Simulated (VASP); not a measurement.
All values below come from PBE GGA, VASP's PBE PAW potentials (set 64) (plane waves; VASP).

The input files of a VASP run:

### INCAR
```
# general
SYSTEM  = Ni
PREC    = Accurate
ENCUT   = 400
LREAL   = F
LASPH   = T

# electronic loop
EDIFF   = 1E-6
NELM    = 100   # most electronic steps
ALGO    = All   # all-band CG
LMAXMIX = 4   # l cut-off of mixed one-centre charges

# smearing
ISMEAR  = 1   # Methfessel-Paxton
SIGMA   = 0.1

# functional
GGA     = PE

# spin
ISPIN   = 2   # spin-polarised
MAGMOM  = 0.8

# ions
ISIF    = 2

# output
LWAVE   = F
LCHARG  = F
LORBIT  = 10
```

File POSCAR:
```
Ni
1.79520
  0.0000000000   1.0000000000   1.0000000000
  1.0000000000   0.0000000000   1.0000000000
  1.0000000000   1.0000000000   0.0000000000
Ni
1
Cartesian
  0.0000000000   0.0000000000   0.0000000000
```

KPOINTS:
```
Automatic mesh
0
Gamma
16 16 16
0 0 0
```

POTCAR, in this order: Ni (PBE.64 set). Program: vasp_std.

### Question
What will the output report for the number of irreducible k-points (NKPTS), number of bands (NBANDS), largest plane-wave count, number of space-group operations, FFT grid (NGX, NGY, NGZ)?

### Answer

```json
{
  "number of irreducible k-points (NKPTS)": "145",
  "number of bands (NBANDS)": "9",
  "largest_plane_wave_count": "222",
  "number_of_space_group_operations": "48",
  "FFT grid (NGX, NGY, NGZ)": "18 × 18 × 18"
}
```

The compound is Ni in the fcc structure. The cell was not relaxed at this level. The run is one of a series of settings (ALGO = All against the base run), some of them coarse on purpose.
